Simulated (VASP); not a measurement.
Output of a VASP run:

OSZICAR:
```
       N       E                     dE             d eps       ncg     rms          rms(c)
DAV:   1     0.466514289770E+02    0.46651E+02   -0.97567E+03  2760   0.860E+02
DAV:   2    -0.186761353410E+02   -0.65328E+02   -0.63558E+02  3564   0.218E+02
DAV:   3    -0.205806814169E+02   -0.19045E+01   -0.18928E+01  3354   0.253E+01
DAV:   4    -0.205970130622E+02   -0.16332E-01   -0.16323E-01  3366   0.287E+00
DAV:   5    -0.205971742090E+02   -0.16115E-03   -0.16114E-03  3258   0.257E-01    0.628E+01
DAV:   6    -0.200198399312E+02    0.57733E+00   -0.55209E-01  3088   0.446E+00    0.371E+01
DAV:   7    -0.198227312818E+02    0.19711E+00   -0.90615E-01  3128   0.547E+00    0.196E+00
DAV:   8    -0.198108819229E+02    0.11849E-01   -0.59349E-02  2976   0.148E+00    0.283E-01
DAV:   9    -0.198109586883E+02   -0.76765E-04   -0.12616E-03  3450   0.246E-01    0.178E-01
DAV:  10    -0.198109383575E+02    0.20331E-04   -0.73786E-05  3126   0.528E-02    0.188E-01
DAV:  11    -0.198109418735E+02   -0.35160E-05   -0.48294E-06  3300   0.146E-02    0.600E-03
DAV:  12    -0.198109420378E+02   -0.16432E-06   -0.29506E-07  1538   0.355E-03
   1 F= -.19810942E+02 E0= -.19811029E+02  d E =0.261745E-03
```

**OUTCAR**
```
------------------------ aborting loop because EDIFF is reached ----------------------------------------
  FORCE on cell =-STRESS in cart. coord.  units (eV):
  Direction    XX          YY          ZZ          XY          YZ          ZX
  --------------------------------------------------------------------------------------
  Total       -1.4723099     -1.4723094     -1.5330717      0.0000000      0.0000000      0.0000000
  in kB      -49.9466071    -49.9465909    -52.0078880      0.0000000      0.0000000      0.0000000
  external PRESSURE =     -50.6336953 kB  Pullay stress =       0.0000000 kB
  volume of cell :       47.23
      direct lattice vectors                 reciprocal lattice vectors
     1.626900000 -2.817873000  0.000000000     0.307332965 -0.177438799  0.000000000
     1.626900000  2.817873000  0.000000000     0.307332965  0.177438799  0.000000000
     0.000000000  0.000000000  5.151000000     0.000000000  0.000000000  0.194137061
 POSITION                                       TOTAL-FORCE (eV/Angst)
 -----------------------------------------------------------------------------------
      1.62690      0.93929      1.28775        -0.000000      0.000000      0.000000
      1.62690     -0.93929      3.86325         0.000000     -0.000000      0.000000
 -----------------------------------------------------------------------------------
    total drift:                                0.000000      0.000191     -0.000016
  FREE ENERGIE OF THE ION-ELECTRON SYSTEM (eV)
  ---------------------------------------------------
  free  energy   TOTEN  =       -19.8109420378 eV

  energy  without entropy=      -19.8112037831  energy(sigma->0) =      -19.81102929
```
(Selected blocks of OUTCAR.)

File POSCAR:
```
Hf
1
    1.6269000000    -2.8178730000     0.0000000000
    1.6269000000     2.8178730000     0.0000000000
    0.0000000000     0.0000000000     5.1510000000
Hf
2
Direct
  0.3333330000   0.6666670000   0.2500000000
  0.6666670000   0.3333330000   0.7500000000
```

Question: Reconstruct the remaining input files.

Answer: This is not unique; one that fits is the input of the run itself, PBE GGA, plane waves, VASP's PBE PAW potentials (set 64).

### INCAR
```
ALGO=Normal
EDIFF=1E-6
ENCUT=400
GGA=PE
ISIF=2
ISMEAR=1
LASPH=.True.
LCHARG=.False.
LMAXMIX=6
LREAL=.False.
LWAVE=.False.
NBANDS=18
NELM=100
PREC=Accurate
SIGMA=0.1
SYSTEM=Hf
```

### KPOINTS
```
K-points
0
Gamma
12 12 7
```

POTCAR, in this order: Hf_pv (PBE.64 set). Program: vasp_std.

The compound is Hf in the hcp structure. The cell was not relaxed at this level. The run is one of a series of settings (NBANDS = 18 against the base run), some of them coarse on purpose.
